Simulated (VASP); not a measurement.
Data:

```
Zn
1.0
    1.38476    -2.39847     0.00000
    1.38476     2.39847     0.00000
    0.00000     0.00000     5.03802
Zn
2
Cartesian
  1.38476   0.79949   1.25950
  1.38476  -0.79949   3.77851
```

The numbers are results of RPBE GGA, VASP's PBE PAW potentials (set 64) (plane waves; VASP 6.6.1), not measurements. Run with 520 eV cut-off, 15×15×8 Γ-centred mesh, first-order Methfessel-Paxton smearing of 0.10 eV, potentials Zn.

Question: The ions and cell shape at fixed volume are relaxed. Which structure does the run end with?

Answer: 
```
Zn
1.0
    1.34865    -2.33594     0.00000
    1.34865     2.33594     0.00000
    0.00000     0.00000     5.31135
Zn
2
Cartesian
  1.34865   0.77865   1.32784
  1.34865  -0.77865   3.98352
```
Space group P6_3/mmc (194), at a tolerance of 0.03 Å.

Question: How much energy does the relaxation gain?

Answer: The energy (σ→0) changes by -13.8 meV/atom, in 5 ionic steps.

The compound is Zn in the hcp structure. This cell is one point of a volume scan, at 1.06 of the reference volume. Symmetry was kept, so distortions that lower it aren't found.
